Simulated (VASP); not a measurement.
Output of a VASP run:

### OSZICAR
```
...
DAV:   4    -0.412220840206E+02    0.23712E-01   -0.56470E-02  1431   0.112E+00    0.310E-01
DAV:   5    -0.412195715565E+02    0.25125E-02   -0.84226E-03  1576   0.480E-01    0.156E-01
DAV:   6    -0.412183763877E+02    0.11952E-02   -0.18247E-03  1620   0.222E-01    0.515E-02
DAV:   7    -0.412180587144E+02    0.31767E-03   -0.74791E-04  1544   0.119E-01    0.267E-02
DAV:   8    -0.412180525511E+02    0.61632E-05   -0.10286E-04  1526   0.697E-02    0.170E-02
DAV:   9    -0.412180574580E+02   -0.49068E-05   -0.27243E-05  1532   0.317E-02    0.715E-03
DAV:  10    -0.412180601134E+02   -0.26554E-05   -0.37151E-06  1269   0.151E-02    0.161E-03
DAV:  11    -0.412180602609E+02   -0.14745E-06   -0.10566E-07  1060   0.210E-03    0.124E-03
DAV:  12    -0.412180603523E+02   -0.91489E-07   -0.14410E-07  1112   0.263E-03
   5 F= -.41218060E+02 E0= -.41218060E+02  d E =-.867449E-01
       N       E                     dE             d eps       ncg     rms          rms(c)
DAV:   1    -0.412185056690E+02   -0.44541E-03   -0.22864E-02  1247   0.958E-01    0.127E-01
DAV:   2    -0.412181772885E+02    0.32838E-03   -0.16775E-03  1372   0.230E-01    0.598E-02
DAV:   3    -0.412181003295E+02    0.76959E-04   -0.11780E-04  1474   0.647E-02    0.271E-02
DAV:   4    -0.412180712111E+02    0.29118E-04   -0.73231E-05  1409   0.405E-02    0.116E-02
DAV:   5    -0.412180699282E+02    0.12828E-05   -0.12494E-05  1634   0.193E-02    0.691E-03
DAV:   6    -0.412180686140E+02    0.13142E-05   -0.32260E-06  1615   0.969E-03    0.197E-03
DAV:   7    -0.412180684416E+02    0.17233E-06   -0.10725E-06  1290   0.509E-03    0.968E-04
DAV:   8    -0.412180685130E+02   -0.71320E-07   -0.11838E-07  1009   0.259E-03
   6 F= -.41218069E+02 E0= -.41218069E+02  d E =-.867530E-01
       N       E                     dE             d eps       ncg     rms          rms(c)
DAV:   1    -0.412177837439E+02    0.28470E-03   -0.15450E-01  1282   0.148E+00    0.302E-01
DAV:   2    -0.412184035643E+02   -0.61982E-03   -0.80398E-03  1394   0.332E-01    0.128E-01
DAV:   3    -0.412183868077E+02    0.16757E-04   -0.20945E-04  1502   0.756E-02    0.864E-02
DAV:   4    -0.412183798251E+02    0.69826E-05   -0.11396E-04  1608   0.560E-02    0.185E-02
DAV:   5    -0.412183735850E+02    0.62401E-05   -0.35279E-05  1504   0.288E-02    0.421E-03
DAV:   6    -0.412183738940E+02   -0.30893E-06   -0.29039E-06  1311   0.729E-03    0.447E-03
DAV:   7    -0.412183736696E+02    0.22436E-06   -0.17606E-07  1060   0.213E-03    0.131E-03
DAV:   8    -0.412183736287E+02    0.40946E-07   -0.24492E-08   942   0.102E-03
   7 F= -.41218374E+02 E0= -.41218374E+02  d E =-.305116E-03
       N       E                     dE             d eps       ncg     rms          rms(c)
DAV:   1    -0.412184996124E+02   -0.12594E-03   -0.24952E-02  1282   0.594E-01    0.123E-01
DAV:   2    -0.412186041503E+02   -0.10454E-03   -0.12945E-03  1422   0.133E-01    0.509E-02
DAV:   3    -0.412186056147E+02   -0.14645E-05   -0.32093E-05  1496   0.296E-02    0.347E-02
DAV:   4    -0.412186092268E+02   -0.36120E-05   -0.17504E-05  1629   0.220E-02    0.818E-03
DAV:   5    -0.412186080798E+02    0.11469E-05   -0.57981E-06  1476   0.117E-02    0.171E-03
DAV:   6    -0.412186078646E+02    0.21522E-06   -0.48775E-07  1276   0.298E-03    0.185E-03
DAV:   7    -0.412186079652E+02   -0.10062E-06   -0.26601E-08   816   0.852E-04    0.514E-04
DAV:   8    -0.412186079837E+02   -0.18431E-07   -0.55864E-09   795   0.443E-04
   8 F= -.41218608E+02 E0= -.41218608E+02  d E =-.539471E-03
```

OUTCAR:
```
------------------------ aborting loop because EDIFF is reached ----------------------------------------
  FORCE on cell =-STRESS in cart. coord.  units (eV):
  Direction    XX          YY          ZZ          XY          YZ          ZX
  --------------------------------------------------------------------------------------
  Total        0.1465936      0.1465936      0.1794445      0.0000000      0.0000000     -0.0000000
  in kB        1.4692663      1.4692658      1.7985209      0.0000000      0.0000000     -0.0000000
  external PRESSURE =       1.5790177 kB  Pullay stress =       0.0000000 kB
  volume of cell :      159.85
      direct lattice vectors                 reciprocal lattice vectors
     1.669919678 -2.892385262  0.000000000     0.299415599 -0.172867704 -0.000000000
     1.669919678  2.892385262 -0.000000000     0.299415599  0.172867704  0.000000000
    -0.000000000 -0.000000000 16.547923195    -0.000000000  0.000000000  0.060430544
 POSITION                                       TOTAL-FORCE (eV/Angst)
 -----------------------------------------------------------------------------------
      1.66992      0.96413      4.13698        -0.000000      0.000000     -0.000000
      1.66992     -0.96413     12.41094        -0.000000     -0.000000     -0.000000
      1.66992      0.96413     14.09166        -0.000000      0.000000      0.001275
      1.66992     -0.96413      5.81769         0.000000     -0.000000      0.001275
      1.66992     -0.96413      2.45627         0.000000     -0.000000     -0.001275
      1.66992      0.96413     10.73023         0.000000      0.000000     -0.001275
 -----------------------------------------------------------------------------------
    total drift:                               -0.000000      0.001160     -0.000033
  FREE ENERGIE OF THE ION-ELECTRON SYSTEM (eV)
  ---------------------------------------------------
  free  energy   TOTEN  =       -41.2186079837 eV

  energy  without entropy=      -41.2186079837  energy(sigma->0) =      -41.21860798

 reached required accuracy - stopping structural energy minimisation
```
(Selected blocks of OUTCAR.)

File POSCAR:
```
WSe2
1
    1.6362014093    -2.8339836388     0.0000000000
    1.6362014093     2.8339836388     0.0000000000
    0.0000000000     0.0000000000    17.2369776232
W Se
2 4
Direct
  0.3333330000   0.6666670000   0.2500000000
  0.6666670000   0.3333330000   0.7500000000
  0.3333330000   0.6666670000   0.8455581003
  0.6666670000   0.3333330000   0.3455581003
  0.6666670000   0.3333330000   0.1544418997
  0.3333330000   0.6666670000   0.6544418997
```

Question: Reconstruct the remaining input files.

Answer: Several could match; the one computed here: the input of the run itself, revPBE GGA, plane waves, VASP's PBE PAW potentials (set 64).

**INCAR**
```
# general
SYSTEM  = WSe2
PREC    = Accurate
ENCUT   = 520
LREAL   = .FALSE.   # projection in real space or not
LASPH   = .TRUE.   # aspherical one-centre terms

# electronic loop
EDIFF   = 1E-7   # SCF stop (eV)
NELM    = 100
ALGO    = Normal
LMAXMIX = 6   # l cut-off of mixed one-centre charges

# smearing
ISMEAR  = 0
SIGMA   = 0.05   # width (eV)

# functional
GGA     = RE   # revPBE

# ions
IBRION  = 2   # conjugate gradients
NSW     = 30
ISIF    = 4   # ions and shape, fixed volume
EDIFFG  = -0.01

# output
LWAVE   = .FALSE.
LCHARG  = .FALSE.
```

File KPOINTS:
```
Automatic mesh
0
Gamma
8 8 2
0 0 0
```

POTCAR, in this order: W_sv Se (PBE.64 set). Program: vasp_std.

Without a dispersion term in the relaxation, distances and binding between the weakly bound layers, chains or molecules are unreliable, and so is what depends on them.

The compound is WSe2 in the 2H layered structure. This cell is one point of a volume scan, at 0.94 of the reference volume. Symmetry was kept, so distortions that lower it aren't found.
